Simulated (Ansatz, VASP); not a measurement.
**Two plane-wave programs on LiSnF3**

INCAR

```
SYSTEM = LiSnF3
PREC = Accurate
ENCUT = 600
EDIFF = 1E-6
ISMEAR = 0
SIGMA = 0.02
LREAL = .FALSE.
LASPH = .TRUE.
NELM = 80
ALGO = Normal
ISIF = 3
LWAVE = .FALSE.
LCHARG = .FALSE.
GGA = PE
IBRION = 2
NSW = 100
EDIFFG = -0.01
```

Contents of KPOINTS:

```
regular mesh
0
G
  6 6 6
  0 0 0
```

POSCAR

```
LiSnF3
1.0
    4.6750122820      0.0000000000      0.0000000000
    0.0000000000      4.6750122820      0.0000000000
    0.0000000000      0.0000000000      4.6750122820
Li Sn F
1 1 3
Direct
    0.5000000000      0.5000000000      0.5000000000
    0.0000000000      0.0000000000      0.0000000000
    0.0000000000      0.0000000000      0.5000000000
    0.0000000000      0.5000000000      0.0000000000
    0.5000000000      0.0000000000      0.0000000000
```

Input for Ansatz:

```yaml
crystal:
  lattice:
    - [4.675012282, 0.0, 0.0]
    - [0.0, 4.675012282, 0.0]
    - [0.0, 0.0, 4.675012282]
  atoms:
    - { symbol: Li, position: [0.5, 0.5, 0.5] }
    - { symbol: Sn, position: [0.0, 0.0, 0.0] }
    - { symbol: F, position: [0.0, 0.0, 0.5] }
    - { symbol: F, position: [0.0, 0.5, 0.0] }
    - { symbol: F, position: [0.5, 0.0, 0.0] }
basis:
  ecutwfc: 420
kpoints:
  mp_grid: { grid: [6, 6, 6] }
hamiltonian:
  xc: pbe
scf:
  occupations: { method: gaussian, width: 0.02 }
output:
  forces: true
  stress: true
  eigenvalues: true
  write_density: true
  write_potential: true
  elf: true
  volumetric_format: npy
relax:
  adjacent_minimum: "off"
  f_tol: 0.01
  max_steps: 80
  cell: { stress_tol: 0.05 }
```

Change from the starting cell: species swapped into the KCrF3 type (P4/mmm, No. 123).

Alike in both runs: task relaxation of cell and atoms; functional PBE; k mesh 6 × 6 × 6; occupations gaussian, width 0.02 eV; no spin polarisation.

|  | VASP | Ansatz |
| --- | --- | --- |
| version | VASP 6.6.1 | Ansatz 0.2.0 |
| potentials or method | VASP PAW PBE potentials, release 64 (Li_sv, Sn_d, F) | scalar-relativistic, plane waves, PAW |
| plane-wave cutoff (eV) | 600 | 420 |
| valence electrons in the cell | 38 | 38 |

Ansatz gave:

- gap on the k mesh at the Fermi level, each at its own relaxed structure (eV): 0.92
- relaxed volume (Å³/atom): 20.44
- relaxed cell length with the largest relative difference (Å): 4.675

**Question.** What did VASP give for the same quantities?

**Answer.** gap on the k mesh at the Fermi level, each at its own relaxed structure (eV): 0.90; relaxed volume (Å³/atom): 20.36; relaxed cell length with the largest relative difference (Å): 4.669.

Caveats: the cutoff is under 1.25 times the usual one of these potentials, so pressure, stress and relaxed cells hold a basis-set (Pulay) error (VASP); spin-orbit coupling is left out, which moves the levels of the heavy elements. A k mesh can miss the band edges.
